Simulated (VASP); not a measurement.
Input of a VASP 6.6.1 run:

Contents of INCAR:

```
ALGO     = Normal         # electronic algorithm
EDIFF    = 1E-7           # SCF threshold, eV
ENCUT    = 520            # plane-wave cutoff, eV
GGA      = PE             # functional
ISIF     = 2              # what is computed and relaxed
ISMEAR   = -1             # smearing method
LASPH    = T              # aspherical terms in the spheres
LCHARG   = F              # write CHGCAR
LREAL    = F              # projectors in reciprocal space
LWAVE    = F              # write WAVECAR
NBANDS   = 31             # bands
NELM     = 100            # most SCF steps
PREC     = Accurate       # precision mode
SIGMA    = 0.05           # smearing width, eV
```

KPOINTS

```
k-points
0
Gamma
  6 6 6
```

POSCAR

```
Ta3SbOs
1.0
    4.2735800500      0.0000000000      0.0000000000
    0.0000000000      4.2735800500      0.0000000000
    0.0000000000      0.0000000000      4.2735800500
Ta Sb Os
3 1 1
Direct
    0.5000000000      0.0000000000      0.0000000000
    0.0000000000      0.5000000000      0.0000000000
    0.0000000000      0.0000000000      0.5000000000
    0.5000000000      0.5000000000      0.5000000000
    0.0000000000      0.0000000000      0.0000000000
```

Potentials or basis: VASP PAW PBE potentials, release 64 (Ta_pv, Sb, Os).

The run is started by

```sh
$ cat potpaw_PBE.64/Ta_pv/POTCAR potpaw_PBE.64/Sb/POTCAR potpaw_PBE.64/Os/POTCAR > POTCAR
$ mpirun -np 1 vasp_std > vasp.out
```

**Question.** Predict the band gap on the k mesh.

**Answer.** None (metal or under the smearing width).

**Question.** Estimate the pressure.

**Answer.** 122.6 GPa.

Caveat: a pressure of tens of GPa on the cell as given is suspect, and the run, the potentials or the cell itself is likely at fault. Spin-orbit coupling is left out, which matters for the levels of Os, Sb, Ta.
